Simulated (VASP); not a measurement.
All values below come from vdW-DF2, VASP's PBE PAW potentials (set 64) (plane waves; VASP).

VASP ran on this input.

### INCAR
```
! general
SYSTEM  =FePt
PREC    =Accurate
ENCUT   =520
LREAL   =.FALSE.
LASPH   =.TRUE.   ! aspherical one-centre terms

! electronic loop
EDIFF   =1E-6
NELM    =100   ! most electronic steps
ALGO    =Normal
LMAXMIX =6   ! l cut-off of mixed one-centre charges

! smearing
ISMEAR  =1
SIGMA   =0.1   ! width (eV)

! functional
GGA     =ML
LUSE_VDW=.TRUE.
AGGAC   =0.0
ZAB_VDW =-1.8867

! spin
ISPIN   =2
MAGMOM  =2.9 0.3

! ions
IBRION  =2
NSW     =60   ! most ionic steps
ISIF    =3
EDIFFG  =-0.01   ! ionic stop

! output
LWAVE   =.FALSE.
LCHARG  =.FALSE.
LORBIT  =10
```

### POSCAR
```
FePt
1.0
  2.8096491560   0.0000000000   0.0000000000
  0.0000000000   2.8096491560   0.0000000000
  0.0000000000   0.0000000000   3.8572730261
Fe Pt
1 1
direct
  0.0000000000   0.0000000000   0.0000000000
  0.5000000000   0.5000000000   0.5000000000
```

**KPOINTS**
```
Automatic mesh
0
Gamma
12 12 9
0 0 0
```

POTCAR, in this order: Fe Pt (PBE.64 set). Program: vasp_std.

The run wrote:

File OUTCAR:
```
 ion  position               nearest neighbor table
   1  0.000  0.000  0.000-   2 2.77   2 2.77   2 2.77   2 2.77   2 2.77   2 2.77   2 2.77   2 2.77
  LATTYP: Found a simple tetragonal cell.
 ALAT       =     2.8096491560
 C/A-ratio  =     1.3728664370
 Subroutine PRICEL returns:
 Original cell was already a primitive cell.
 Subroutine GETGRP returns: Found 16 space group operations
The static configuration has the point symmetry D_4h.
The dynamic configuration has the point symmetry D_4h.
The overall configuration has the point symmetry D_4h.
 Subroutine INISYM returns: Found 16 space group operations
 Subroutine IBZKPT returns following result:
 Found    140 irreducible k-points:

 Following reciprocal coordinates:
            Coordinates               Weight
  0.000000  0.000000  0.000000      1.000000
  0.083333  0.000000  0.000000      4.000000
  0.166667  0.000000  0.000000      4.000000
  0.250000  0.000000  0.000000      4.000000
  0.333333  0.000000  0.000000      4.000000
  0.416667  0.000000  0.000000      4.000000
  0.500000  0.000000  0.000000      2.000000
  0.083333  0.083333  0.000000      4.000000
...
```

File OSZICAR:
```
       N       E                     dE             d eps       ncg     rms          rms(c)
DAV:   1     0.101302439555E+03    0.10130E+03   -0.87143E+03  8551   0.130E+03
DAV:   2    -0.525122495011E+01   -0.10655E+03   -0.95353E+02  8702   0.253E+02
DAV:   3    -0.892445581149E+01   -0.36732E+01   -0.35390E+01 10388   0.565E+01
DAV:   4    -0.896323859881E+01   -0.38783E-01   -0.38762E-01  9678   0.504E+00
DAV:   5    -0.896425524050E+01   -0.10166E-02   -0.10166E-02 11013   0.932E-01    0.132E+01
DAV:   6    -0.102111288533E+02   -0.12469E+01   -0.12588E+01  9148   0.761E+01    0.236E+01
DAV:   7    -0.801299940356E+01    0.21981E+01   -0.78549E+00 10746   0.710E+01    0.729E+00
DAV:   8    -0.798721725040E+01    0.25782E-01   -0.34784E-01 10232   0.842E+00    0.361E+00
DAV:   9    -0.791535976471E+01    0.71857E-01   -0.11686E-01 12181   0.698E+00    0.138E+00
DAV:  10    -0.791306456016E+01    0.22952E-02   -0.28805E-02 12725   0.292E+00    0.601E-01
DAV:  11    -0.791203396683E+01    0.10306E-02   -0.34640E-03 11775   0.122E+00    0.211E-01
DAV:  12    -0.791197963445E+01    0.54332E-04   -0.31544E-04 11422   0.257E-01    0.657E-02
DAV:  13    -0.791198404243E+01   -0.44080E-05   -0.44689E-05 10264   0.946E-02    0.340E-02
DAV:  14    -0.791198632719E+01   -0.22848E-05   -0.75413E-06 10177   0.466E-02    0.177E-02
DAV:  15    -0.791198633865E+01   -0.11461E-07   -0.49520E-06  9730   0.456E-02
   1 F= -.79119863E+01 E0= -.79117338E+01  d E =-.791199E+01  mag=     3.2574
```

File OUTCAR:
```
------------------------ aborting loop because EDIFF is reached ----------------------------------------
  FORCE on cell =-STRESS in cart. coord.  units (eV):
  Direction    XX          YY          ZZ          XY          YZ          ZX
  --------------------------------------------------------------------------------------
  Total       -0.0061713     -0.0061713     -0.0163580      0.0000000      0.0000000      0.0000000
  in kB       -0.3247140     -0.3247140     -0.8607084      0.0000000      0.0000000      0.0000000
  external PRESSURE =      -0.5033788 kB  Pullay stress =       0.0000000 kB
  volume of cell :       30.45
      direct lattice vectors                 reciprocal lattice vectors
     2.809649156  0.000000000  0.000000000     0.355916324  0.000000000  0.000000000
     0.000000000  2.809649156  0.000000000     0.000000000  0.355916324  0.000000000
     0.000000000  0.000000000  3.857273026     0.000000000  0.000000000  0.259250510
 POSITION                                       TOTAL-FORCE (eV/Angst)
 -----------------------------------------------------------------------------------
      0.00000      0.00000      0.00000         0.000000      0.000000      0.000000
      1.40482      1.40482      1.92864         0.000000      0.000000      0.000000
 -----------------------------------------------------------------------------------
    total drift:                                0.000000      0.000000     -0.000000
  FREE ENERGIE OF THE ION-ELECTRON SYSTEM (eV)
  ---------------------------------------------------
  free  energy   TOTEN  =        -7.9119863386 eV

  energy  without entropy=       -7.9112285959  energy(sigma->0) =       -7.91173376

 total charge

# of ion       s       p       d       tot
------------------------------------------
    1        0.377   0.361   6.154   6.892
    2        0.696   0.525   8.061   9.282
--------------------------------------------------
tot          1.073   0.886  14.215  16.174

 magnetization (x)

# of ion       s       p       d       tot
------------------------------------------
    1        0.005  -0.009   2.925   2.921
    2       -0.024  -0.061   0.429   0.344
--------------------------------------------------
tot         -0.019  -0.070   3.354   3.265

 reached required accuracy - stopping structural energy minimisation
```
(Selected blocks of OUTCAR.)

The compound is FePt in the L1_0 structure. It was relaxed first, which changed the volume by +11 %. The start is the result of an earlier pass.
